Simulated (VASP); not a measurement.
The system is Sb.

```
CELL_PARAMETERS angstrom
2.15420 1.24373 3.75800
-2.15420 1.24373 3.75800
0.00000 -2.48746 3.75800
ATOMIC_POSITIONS crystal
Sb 0.23349 0.23349 0.23349
Sb 0.76651 0.76651 0.76651
```

Base run:

| Property | Result |
| --- | --- |
| Program | VASP 6.6.1 |
| Functional | PBEsol |
| Potentials or basis | VASP PAW PBE potentials, release 64 (Sb) |
| Cutoff | 300 eV |
| k mesh | 9 × 9 × 9 |
| Occupations | fermi-dirac, width 0.05 eV |
| Spin | no spin polarisation |

Its results: band gap on the k mesh 0.08 eV, indirect (least direct gap 0.49 eV); pressure 0.2 GPa; largest force 0.178 eV/Å.

Task: The run is repeated on the same cell with these changes: cutoff from 300 eV to 520 eV; k mesh from 9 × 9 × 9 to 3 × 3 × 3. What comes out?

Result: Band gap on the k mesh 1.30 eV, indirect (least direct gap 1.34 eV); pressure 1.0 GPa; largest force 0.138 eV/Å.

Caveats: some runs use coarse meshes; the PAW data sets were made with another functional, which shifts forces and pressure a little; spin-orbit coupling is left out, which moves the levels of the heavy elements; an odd mesh through Γ misses points on the zone boundary, where band edges often lie.

Not every run made on this cell is shown here.
